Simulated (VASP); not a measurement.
# Fe on the In site in InSe, part 3 of 9

Aim: the formation energy and local structure of Fe on the In site in InSe. The start is a cell from a database of measured crystal structures.

VASP 6.6.1, plane waves and PAW; the level of theory is named at each step.

So far. Step 2 (The host at zero pressure): The run ended after 12 ionic steps, 1.935 eV below its first step, once forces and stress met EDIFFG = -0.02. The relaxed cell has a = 4.029, c = 17.011 Å (conventional setting).

The database entry behind the starting cell differs from later determinations by our own check (c about 1.7 % long), so it need not match the best structure at ambient conditions.

## 3. Screening in the host (continued)

Level of this step: PBEsol; plane waves and PAW (In, Se) (VASP).

From OUTCAR (step 3):

```text
  LATTYP: Found a hexagonal cell.
 ALAT       =     4.0287370739
 C/A-ratio  =     4.2223911222

 Found     16 irreducible k-points:

   k-points           NKPTS =     16   k-points in BZ     NKDIM =     16   number of bands    NBANDS=     26

   dimension x,y,z NGX =    24 NGY =   24 NGZ =   96
   dimension x,y,z NGXF=    48 NGYF=   48 NGZF=  192

   ENCUT  =  300.0 eV  22.05 Ry    4.70 a.u.   5.69  5.69 24.02*2*pi/ulx,y,z

   NELECT =      36.0000    total number of electrons

  Total       -0.1264033     -0.1264033      0.0628145      0.0000000      0.0000000      0.0000000
  in kB       -0.8469796     -0.8469796      0.4208958      0.0000000      0.0000000      0.0000000
  external PRESSURE =      -0.4243545 kB  Pullay stress =       0.0000000 kB

  energy-cutoff  :      300.00
  volume of cell :      239.11
      direct lattice vectors                 reciprocal lattice vectors
     4.028737074  0.000000000  0.000000000     0.248216744  0.143308004  0.000000000
    -2.014368537  3.488988651  0.000000000     0.000000000  0.286616008  0.000000000
     0.000000000  0.000000000 17.010903655     0.000000000  0.000000000  0.058785825

 POSITION                                       TOTAL-FORCE (eV/Angst)
 -----------------------------------------------------------------------------------
      2.01437      1.16300     14.14273        -0.000000      0.000000     -0.000026
     -0.00000      2.32599      5.63728        -0.000000     -0.000000     -0.000026
      2.01437      1.16300     11.37362        -0.000000     -0.000000      0.000026
     -0.00000      2.32599      2.86817        -0.000000     -0.000000      0.000026
      2.01437      1.16300      6.92345         0.000000     -0.000000      0.014685
     -0.00000      2.32599     15.42890         0.000000      0.000000      0.014685
      2.01437      1.16300      1.58200         0.000000     -0.000000     -0.014685
     -0.00000      2.32599     10.08745        -0.000000      0.000000     -0.014685
 -----------------------------------------------------------------------------------
    total drift:                               -0.000000      0.000000      0.000000

 MACROSCOPIC STATIC DIELECTRIC TENSOR (including local field effects in DFT)
 ------------------------------------------------------
           8.412173    -0.000000     0.000000
          -0.000000     8.412173     0.000000
          -0.000000     0.000000    21.598874
 ------------------------------------------------------

 PIEZOELECTRIC TENSOR (including local field effects)  for field in x, y, z        (C/m^2)
          XX          YY          ZZ          XY          YZ          ZX
  --------------------------------------------------------------------------------
  x     0.00000     0.00000     0.00000     0.00000     0.00000     0.00000
  y     0.00000     0.00000     0.00000     0.00000     0.00000     0.00000
  z     0.00000     0.00000     0.00000     0.00000     0.00000     0.00000

 BORN EFFECTIVE CHARGES (including local field effects) (in |e|, cummulative output)
 ---------------------------------------------------------------------------------
 ion    1
    1     2.46172    -0.00000    -0.00000
    2    -0.00000     2.46172    -0.00000
    3     0.00000    -0.00000     1.13139
 ion    2
    1     2.46172    -0.00000     0.00000
    2    -0.00000     2.46172     0.00000
    3    -0.00000     0.00000     1.13139
 ion    3
    1     2.46172    -0.00000     0.00000
    2    -0.00000     2.46172     0.00000
    3    -0.00000     0.00000     1.13139
 ion    4
    1     2.46172    -0.00000    -0.00000
    2    -0.00000     2.46172    -0.00000
    3     0.00000    -0.00000     1.13139
 ion    5
    1    -2.46172     0.00000     0.00000
    2     0.00000    -2.46172    -0.00000
    3    -0.00000    -0.00000    -1.13139
 ion    6
    1    -2.46172     0.00000    -0.00000
    2     0.00000    -2.46172     0.00000
    3    -0.00000     0.00000    -1.13139
 ion    7
    1    -2.46172     0.00000    -0.00000
    2     0.00000    -2.46172     0.00000
    3     0.00000    -0.00000    -1.13139
 ion    8
    1    -2.46172     0.00000     0.00000
    2     0.00000    -2.46172    -0.00000
    3     0.00000    -0.00000    -1.13139

 Eigenvectors and eigenvalues of the dynamical matrix
 ----------------------------------------------------

   1 f  =    6.864294 THz    43.129632 2PiTHz  228.968207 cm-1    28.388427 meV
             X         Y         Z           dx          dy          dz
      2.014369  1.162996 14.142731     0.000000    0.000000    0.413888
     -0.000000  2.325992  5.637279     0.000000    0.000000   -0.413888
      2.014369  1.162996 11.373624     0.000000    0.000000   -0.413888
     -0.000000  2.325992  2.868173     0.000000    0.000000    0.413888
      2.014369  1.162996  6.923452    -0.000000   -0.000000    0.280529
     -0.000000  2.325992 15.428904    -0.000000   -0.000000   -0.280529
      2.014369  1.162996  1.581999    -0.000000   -0.000000   -0.280529
     -0.000000  2.325992 10.087451    -0.000000   -0.000000    0.280529

   2 f  =    6.838462 THz    42.967321 2PiTHz  228.106522 cm-1    28.281592 meV
             X         Y         Z           dx          dy          dz
      2.014369  1.162996 14.142731    -0.000000    0.000000   -0.412938
     -0.000000  2.325992  5.637279     0.000000    0.000000   -0.412938
[...]
X         Y         Z           dx          dy          dz
      2.014369  1.162996 14.142731    -0.148490    0.282463    0.000000
     -0.000000  2.325992  5.637279    -0.148490    0.282463    0.000000
      2.014369  1.162996 11.373624    -0.148490    0.282463    0.000000
     -0.000000  2.325992  2.868173    -0.148490    0.282463    0.000000
      2.014369  1.162996  6.923452     0.179111   -0.340712   -0.000000
     -0.000000  2.325992 15.428904     0.179111   -0.340712   -0.000000
      2.014369  1.162996  1.581999     0.179111   -0.340712   -0.000000
     -0.000000  2.325992 10.087451     0.179111   -0.340712   -0.000000

   6 f  =    5.297512 THz    33.285250 2PiTHz  176.705982 cm-1    21.908740 meV
             X         Y         Z           dx          dy          dz
      2.014369  1.162996 14.142731     0.282463    0.148490   -0.000000
     -0.000000  2.325992  5.637279     0.282463    0.148490    0.000000
      2.014369  1.162996 11.373624     0.282463    0.148490   -0.000000
     -0.000000  2.325992  2.868173     0.282463    0.148490   -0.000000
      2.014369  1.162996  6.923452    -0.340712   -0.179111   -0.000000
     -0.000000  2.325992 15.428904    -0.340712   -0.179111    0.000000
      2.014369  1.162996  1.581999    -0.340712   -0.179111   -0.000000
     -0.000000  2.325992 10.087451    -0.340712   -0.179111    0.000000

   7 f  =    5.295288 THz    33.271273 2PiTHz  176.631782 cm-1    21.899540 meV
             X         Y         Z           dx          dy          dz
      2.014369  1.162996 14.142731    -0.147707    0.280977    0.000000
     -0.000000  2.325992  5.637279     0.147707   -0.280977   -0.000000
      2.014369  1.162996 11.373624    -0.147707    0.280977    0.000000
     -0.000000  2.325992  2.868173     0.147707   -0.280977   -0.000000
      2.014369  1.162996  6.923452    -0.179754    0.341940    0.000000
     -0.000000  2.325992 15.428904     0.179754   -0.341940    0.000000
      2.014369  1.162996  1.581999    -0.179754    0.341940    0.000000
     -0.000000  2.325992 10.087451     0.179754   -0.341940    0.000000

   8 f  =    5.295288 THz    33.271273 2PiTHz  176.631782 cm-1    21.899540 meV
             X         Y         Z           dx          dy          dz
      2.014369  1.162996 14.142731     0.280977    0.147707   -0.000000
     -0.000000  2.325992  5.637279    -0.280977   -0.147707   -0.000000
      2.014369  1.162996 11.373624     0.280977    0.147707   -0.000000
     -0.000000  2.325992  2.868173    -0.280977   -0.147707    0.000000
      2.014369  1.162996  6.923452     0.341940    0.179754    0.000000
     -0.000000  2.325992 15.428904    -0.341940   -0.179754    0.000000
      2.014369  1.162996  1.581999     0.341940    0.179754    0.000000
     -0.000000  2.325992 10.087451    -0.341940   -0.179754    0.000000

   9 f  =    5.184652 THz    32.576129 2PiTHz  172.941376 cm-1    21.441988 meV
             X         Y         Z           dx          dy          dz
      2.014369  1.162996 14.142731     0.143603   -0.273171    0.000000
     -0.000000  2.325992  5.637279     0.143603   -0.273171    0.000000
      2.014369  1.162996 11.373624    -0.143603    0.273171    0.000000
     -0.000000  2.325992  2.868173    -0.143603    0.273171    0.000000
      2.014369  1.162996  6.923452    -0.183050    0.348208   -0.000000
     -0.000000  2.325992 15.428904    -0.183050    0.348208   -0.000000
      2.014369  1.162996  1.581999     0.183050   -0.348208   -0.000000
     -0.000000  2.325992 10.087451     0.183050   -0.348208   -0.000000

  10 f  =    5.184652 THz    32.576129 2PiTHz  172.941376 cm-1    21.441988 meV
             X         Y         Z           dx          dy          dz
      2.014369  1.162996 14.142731    -0.273171   -0.143603   -0.000000
     -0.000000  2.325992  5.637279    -0.273171   -0.143603    0.000000
      2.014369  1.162996 11.373624     0.273171    0.143603   -0.000000
     -0.000000  2.325992  2.868173     0.273171    0.143603   -0.000000
      2.014369  1.162996  6.923452     0.348208    0.183050    0.000000
     -0.000000  2.325992 15.428904     0.348208    0.183050    0.000000
      2.014369  1.162996  1.581999    -0.348208   -0.183050   -0.000000
     -0.000000  2.325992 10.087451    -0.348208   -0.183050    0.000000

  11 f  =    5.181466 THz    32.556108 2PiTHz  172.835086 cm-1    21.428810 meV
             X         Y         Z           dx          dy          dz
      2.014369  1.162996 14.142731     0.144443   -0.274768   -0.000000
     -0.000000  2.325992  5.637279    -0.144443    0.274768   -0.000000
      2.014369  1.162996 11.373624    -0.144443    0.274768   -0.000000
     -0.000000  2.325992  2.868173     0.144443   -0.274768   -0.000000
    [... 145 further lines ...]
      2.014369  1.162996  1.581999    -0.057019    0.313980    0.000000
     -0.000000  2.325992 10.087451    -0.057019    0.313980    0.000000

 MACROSCOPIC STATIC DIELECTRIC TENSOR IONIC CONTRIBUTION
 ------------------------------------------------------
           3.414857    -0.000000     0.000000
          -0.000000     3.414857    -0.000000
           0.000000    -0.000000     0.607010
 ------------------------------------------------------

 ELASTIC MODULI CONTR FROM IONIC RELAXATION (kBar)
 Direction    XX          YY          ZZ          XY          YZ          ZX
 --------------------------------------------------------------------------------
 XX        -363.6205   -105.5388   -214.9731      0.0000     -0.0000     -0.0000
 YY        -105.5388   -363.6205   -214.9731      0.0000     -0.0000     -0.0000
 ZZ        -214.9731   -214.9731   -698.6088      0.0000     -0.0000     -0.0000
 XY           0.0000      0.0000      0.0000   -129.0408      0.0000      0.0000
 YZ          -0.0000     -0.0000     -0.0000      0.0000   -278.7392      0.0000
 ZX           0.0000     -0.0000     -0.0000      0.0000      0.0000   -341.0756
 --------------------------------------------------------------------------------

 PIEZOELECTRIC TENSOR IONIC CONTR  for field in x, y, z        (C/m^2)
          XX          YY          ZZ          XY          YZ          ZX
  --------------------------------------------------------------------------------
  x    -0.00000    -0.00000    -0.00000     0.00000    -0.00000    -0.00000
  y     0.00000    -0.00000    -0.00000     0.00000     0.00000    -0.00000
  z     0.00000     0.00000     0.00000    -0.00000     0.00000    -0.00000

[... 2 parts as in an earlier step ...]

[... 3 further parts left out ...]
```

Energies printed during the response cycles are not total energies of the cell. With a direct gap this small, the dielectric response converges slowly with the mesh, so tensor and charges are uncertain; a mesh that holds the point of the least gap tends to give too large a tensor.

This step gave:

| Property | Result |
| --- | --- |
| pressure of the cell | -0.04244 GPa |
| largest force of the cell | 0.01468 eV/Å |
| Fermi energy | 2.805 eV |
| gap on the k-mesh | 0.3985 eV |
| least direct gap on the k-mesh | 0.3985 eV |

Electronic dielectric tensor with local fields:

```
 8.41  0.00  0.00
 0.00  8.41  0.00
 0.00  0.00 21.60
```

Ionic part of the static dielectric tensor:

```
3.41 0.00 0.00
0.00 3.41 0.00
0.00 0.00 0.61
```

Born effective charge (e), principal values of the symmetric part by kind of site:

```tsv
atom	atoms with these values	low	middle	high	mean
In1	4	1.13	2.46	2.46	2.02
Se5	4	-2.46	-2.46	-1.13	-2.02
```

In full for In1:

```
2.46 0.00 0.00
0.00 2.46 0.00
0.00 0.00 1.13
```

Lines of the infrared spectrum (strongest = 100):

```tsv
position (cm⁻¹)	lines merged	squared mode dipole, relative
13	2	0.0
22	1	0.0
36	2	0.0
37	2	0.0
103	1	0.0
106	1	0.0
173	4	0.0
177	4	100
193	1	11
203	1	0.0
228	1	0.0
229	1	0.0
```

The electrons screen with a mean of 12.81 and the ions add 2.48; the sum enters the correction.

(Continued in part 4 of 9.)

[Lines on the potential files, build, host, timing and source positions are cut from VASP's logs without a mark.]

[Logs are printed without paths, hosts, clocks, repeated set-up lines and the standing remarks that a program may print on its own settings, such as how far it seeks lower states.]

[Hosts, paths, dates, database ids (printed as entryN), source tags and the programs' standing remarks are cut or masked in the printed files.]

[In band tables of VASP the shares of atoms and orbitals are scaled to a sum of 1 inside the atoms' spheres.]

[Runs that stopped without an error message from VASP are left out.]
